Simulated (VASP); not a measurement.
All values below come from optB88-vdW, VASP's PBE PAW potentials (set 64) (plane waves; VASP).

VASP ran on this input.

### INCAR
```
AGGAC  =  0.0
ALGO  =  Normal
EDIFF  =  1E-7
ENCUT  =  520
GGA  =  BO
ISIF  =  2
ISMEAR  =  0
LASPH  =  .TRUE.
LCHARG  =  .FALSE.
LMAXMIX  =  4
LREAL  =  .FALSE.
LUSE_VDW  =  .TRUE.
LWAVE  =  .FALSE.
NELM  =  100
PARAM1  =  0.1833333333
PARAM2  =  0.22
PREC  =  Accurate
SIGMA  =  0.05
SYSTEM  =  ZnSe
```

**POSCAR**
```
ZnSe
1
    0.0000000000     2.8338766983     2.8338766983
    2.8338766983     0.0000000000     2.8338766983
    2.8338766983     2.8338766983     0.0000000000
Zn Se
1 1
Direct
  1.0000000000   0.0000000000   0.0000000000
  0.2500000000   0.2500000000   0.2500000000
```

### KPOINTS
```
Automatic
0
G
8 8 8
```

POTCAR, in this order: Zn Se (PBE.64 set). Program: vasp_std.

The resulting files:

OSZICAR:
```
       N       E                     dE             d eps       ncg     rms          rms(c)
DAV:   1     0.913340566201E+02    0.91334E+02   -0.91452E+03   762   0.159E+03
DAV:   2     0.422232692490E+01   -0.87112E+02   -0.83044E+02   839   0.272E+02
DAV:   3    -0.144338222218E+01   -0.56657E+01   -0.56408E+01   914   0.701E+01
DAV:   4    -0.150064600966E+01   -0.57264E-01   -0.57252E-01   829   0.753E+00
DAV:   5    -0.150097571988E+01   -0.32971E-03   -0.32970E-03   889   0.536E-01    0.479E+00
DAV:   6    -0.122160193046E+01    0.27937E+00   -0.64620E-01  1137   0.258E+01    0.352E+00
DAV:   7    -0.120318865852E+01    0.18413E-01   -0.18582E-01   819   0.419E+00    0.146E+00
DAV:   8    -0.120329306847E+01   -0.10441E-03   -0.37910E-03   865   0.628E-01    0.481E-01
DAV:   9    -0.120336386031E+01   -0.70792E-04   -0.95002E-04   789   0.294E-01    0.628E-02
DAV:  10    -0.120339762087E+01   -0.33761E-04   -0.55024E-05   859   0.753E-02    0.175E-02
DAV:  11    -0.120340412588E+01   -0.65050E-05   -0.11128E-05   814   0.334E-02    0.235E-03
DAV:  12    -0.120340435194E+01   -0.22607E-06   -0.23621E-07   886   0.382E-03    0.134E-03
DAV:  13    -0.120340428485E+01    0.67089E-07   -0.37839E-08   577   0.228E-03
   1 F= -.12034043E+01 E0= -.12034043E+01  d E =-.143254E-11
```

### OUTCAR
```
------------------------ aborting loop because EDIFF is reached ----------------------------------------
  FORCE on cell =-STRESS in cart. coord.  units (eV):
  Direction    XX          YY          ZZ          XY          YZ          ZX
  --------------------------------------------------------------------------------------
  Total        0.5529543      0.5529543      0.5529543      0.0000000      0.0000000      0.0000000
  in kB       19.4637708     19.4637708     19.4637708      0.0000000      0.0000000      0.0000000
  external PRESSURE =      19.4637708 kB  Pullay stress =       0.0000000 kB
  volume of cell :       45.52
      direct lattice vectors                 reciprocal lattice vectors
     0.000000000  2.833876698  2.833876698    -0.176436752  0.176436752  0.176436752
     2.833876698  0.000000000  2.833876698     0.176436752 -0.176436752  0.176436752
     2.833876698  2.833876698  0.000000000     0.176436752  0.176436752 -0.176436752
  FREE ENERGIE OF THE ION-ELECTRON SYSTEM (eV)
  ---------------------------------------------------
  free  energy   TOTEN  =        -1.2034042849 eV

  energy  without entropy=       -1.2034042849  energy(sigma->0) =       -1.20340428
```
(Selected blocks of OUTCAR.)

OUTCAR:
```
 val. band max:        1.4652790490   @ k =   0.0000   0.0000   0.0000

 cond. band min:       2.6501577494   @ k =   0.0000   0.0000   0.0000


 Fermi energy:         1.6807070641

 k-point     1 :       0.0000    0.0000    0.0000
  band No.  band energies     occupation
      1     -11.8125      2.00000
      2      -5.1987      2.00000
      3      -5.1987      2.00000
      4      -5.1987      2.00000
      5      -4.8448      2.00000
      6      -4.8448      2.00000
      7       1.4653      2.00000
      8       1.4653      2.00000
      9       1.4653      2.00000
     10       2.6502      0.00000
     11       7.2747      0.00000
     12       7.2747      0.00000
     13       7.2747      0.00000

 k-point     2 :       0.1250    0.0000    0.0000
  band No.  band energies     occupation
      1     -11.7126      2.00000
      2      -5.1902      2.00000
      3      -5.1833      2.00000
      4      -5.1833      2.00000
      5      -4.8461      2.00000
      6      -4.8461      2.00000
      7       0.1237      2.00000
      8       1.3147      2.00000
      9       1.3147      2.00000
     10       3.6605      0.00000
     11       7.2080      0.00000
     12       7.5256      0.00000
     13       7.5256      0.00000

 k-point     3 :       0.2500    0.0000    0.0000
  band No.  band energies     occupation
      1     -11.4537      2.00000
      2      -5.1494      2.00000
      3      -5.1494      2.00000
      4      -5.1312      2.00000
      5      -4.8447      2.00000
      6      -4.8447      2.00000
      7      -1.6041      2.00000
      8       0.9927      2.00000
      9       0.9927      2.00000
     10       4.1428      0.00000
     11       7.8996      0.00000
     12       7.8996      0.00000
     13       8.0082      0.00000

 k-point     4 :       0.3750    0.0000    0.0000
  band No.  band energies     occupation
      1     -11.1635      2.00000
      2      -5.1224      2.00000
      3      -5.1224      2.00000
...
```

The compound is ZnSe in the zinc blende structure. This cell is one point of a volume scan, at 0.97 of the reference volume.
